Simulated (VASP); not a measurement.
```yaml
crystal:
  lattice:
    - [2.20473, -3.81871, 0.00000]
    - [2.20473, 3.81871, 0.00000]
    - [0.00000, 0.00000, 5.01801]
  atoms:
    - { symbol: Se, position: [0.00000, 0.22159, 0.66667] }
    - { symbol: Se, position: [0.77841, 0.77841, 0.00000] }
    - { symbol: Se, position: [0.22159, 0.00000, 0.33333] }
```

Calculation: SCAN meta-GGA, VASP's PBE PAW potentials (set 64) (plane waves; VASP). Settings: 520 eV cut-off, 7×7×5 Γ-centred mesh, tetrahedra with Blöchl corrections, potentials Se.

**Question.** Give the energies of bands 4 to 12 at the high-symmetry points, in eV from the valence-band maximum.

**Answer.** 
| band | Γ | M | K | A | L | H |
|---|---|---|---|---|---|---|
| 4 | -3.84 | -5.11 | -4.94 | -4.90 | -5.84 | -5.71 |
| 5 | -3.84 | -4.66 | -4.94 | -3.36 | -4.41 | -4.86 |
| 6 | -3.64 | -3.36 | -2.79 | -3.36 | -4.20 | -4.86 |
| 7 | -2.05 | -2.85 | -2.79 | -1.49 | -1.80 | -1.07 |
| 8 | -2.05 | -1.81 | -2.62 | -1.49 | -1.36 | -0.22 |
| 9 | -0.42 | -1.00 | -1.55 | -1.18 | 0.00 | -0.22 |
| 10 | 2.17 | 2.23 | 3.27 | 1.49 | 1.77 | 1.21 |
| 11 | 2.17 | 2.70 | 3.27 | 1.62 | 2.99 | 3.08 |
| 12 | 2.61 | 4.32 | 4.03 | 1.62 | 3.28 | 3.08 |

The gap is indirect, 1.21 eV, from the valence maximum at L to the conduction minimum at H.

The compound is Se in the trig structure. It was relaxed first.
